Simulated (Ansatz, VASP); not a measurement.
NaPbF3 in VASP and in Ansatz

```xyz
5
Lattice="4.7674 0.0000 0.0000 0.0000 4.7674 0.0000 0.0000 0.0000 4.7674" Properties=species:S:1:pos:R:3 pbc="T T T"
Na    0.0000    0.0000    0.0000
Pb    2.3837    2.3837    2.3837
F     2.3837    2.3837    0.0000
F     2.3837    0.0000    2.3837
F     0.0000    2.3837    2.3837
```

The cell was built by a generator and needn't be a form met in nature.

Alike in both runs: task single point; functional PBE; k mesh 6 × 6 × 6; occupations fermi-dirac, width 0.02 eV; no spin polarisation.

|  | VASP | Ansatz |
| --- | --- | --- |
| version | VASP 6.6.1 | Ansatz 0.2.0 |
| potentials or method | VASP PAW PBE potentials, release 64 (Na_pv, Pb_d, F) | plane waves, PAW |
| plane-wave cutoff (eV) | 520 | 420 |
| valence electrons in the cell | 42 | 44 |

Ansatz gave:

| Quantity | Value |
| --- | --- |
| gap on the k mesh at the Fermi level (eV) | 1.84 |
| pressure (GPa) | 1.4 |

Problem. Which values does VASP return?

Solution. gap on the k mesh at the Fermi level (eV): 1.84; pressure (GPa): 1.2.

The two sets of potentials don't hold the same shells in valence.

Caveats: spin-orbit coupling is left out, which as a rule narrows the gap of such compounds by several tenths of an eV. Expect the measured gap to be larger: semilocal functionals such as PBE lack the derivative discontinuity. A k mesh can miss the band edges.
